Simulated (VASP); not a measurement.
Energy against volume of ZrO2 (fluorite). Level of theory: optB86b-vdW, VASP's PBE PAW potentials (set 64) (plane waves; VASP). Settings: 520 eV cut-off, 8×8×8 Γ-centred mesh, Gaussian smearing of 0.050 eV, potentials Zr_sv O.

| V (Å³/atom) | E (eV/atom) |
|---|---|
| 10.686 | -7.75175 |
| 11.016 | -7.76036 |
| 11.347 | -7.75355 |
| 11.677 | -7.73365 |

Task: Fit these four points and predict the energy of the run at 10.355 Å³/atom.

Result: A cubic in V^(−2/3), the third-order Birch-Murnaghan form, passes through the four points with V0 = 11.03 Å³/atom and B0 = 248 GPa, and gives -7.7250 eV/atom there. The run gave -7.7252 eV/atom, -0.2 meV/atom from the fit; all five points give B0 = 247 GPa.

The compound is ZrO2 in the fluorite structure, the high-temperature cubic form, which is unstable at 0 K; the monoclinic form is the stable one. It was relaxed first.
